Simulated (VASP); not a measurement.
VASP ran on this input.

KPOINTS:
```
Automatic mesh
0
Gamma
6 6 4
0 0 0
```

### INCAR
```
# general
SYSTEM  = MgI2
PREC    = Accurate
ENCUT   = 480
LREAL   = .FALSE.
LASPH   = .TRUE.

# electronic loop
EDIFF   = 1E-7
NELM    = 100
ALGO    = Normal
LMAXMIX = 4

# smearing
ISMEAR  = 0
SIGMA   = 0.05

# functional
GGA     = PS

# ions
ISIF    = 2

# output
LWAVE   = .FALSE.
LCHARG  = .FALSE.
```

File POSCAR:
```
MgI2
1.0
  2.0640070650  -3.5749646849   0.0000000000
  2.0640070650   3.5749646849   0.0000000000
  0.0000000000   0.0000000000   6.9999352948
Mg I
1 2
Direct
  0.0000000000   0.0000000000   1.0000000000
  0.3333330000   0.6666670000   0.2382637304
  0.6666670000   0.3333330000   0.7617362696
```

POTCAR, in this order: Mg I (PBE.64 set). Program: vasp_std.

Question: Write an equivalent input for Quantum ESPRESSO's pw.x.

Answer: One equivalent input (not run):
```
&CONTROL
  calculation = 'scf'
  pseudo_dir = './pseudo'
  outdir = './out'
  tprnfor = .true.
  tstress = .true.
/
&SYSTEM
  ibrav = 0
  nat = 3
  ntyp = 2
  ecutwfc = 84
  occupations = 'smearing'
  smearing = 'gaussian'
  degauss = 0.003675
  input_dft = 'pbesol'
/
&ELECTRONS
  conv_thr = 7.3e-09
  electron_maxstep = 100
/
ATOMIC_SPECIES
  Mg 24.305 Mg.upf
  I 126.904 I.upf
CELL_PARAMETERS angstrom
     2.0640071   -3.5749647    0.0000000
     2.0640071    3.5749647    0.0000000
    -0.0000000    0.0000000    6.9999353
ATOMIC_POSITIONS crystal
  Mg   0.0000000  0.0000000  1.0000000
  I    0.3333330  0.6666670  0.2382637
  I    0.6666670  0.3333330  0.7617363
K_POINTS automatic
  6 6 4 0 0 0
```
The two are equivalent in intent, not identical: the potentials are each code's own (VASP's PAW set, PseudoDojo norm-conserving files in pw.x), so ENCUT and ecutwfc are chosen apart and not converted; conv_thr bounds pw.x's estimated SCF error, while EDIFF bounds the energy change between steps.

The compound is MgI2 in the 1T layered structure. It was relaxed first.
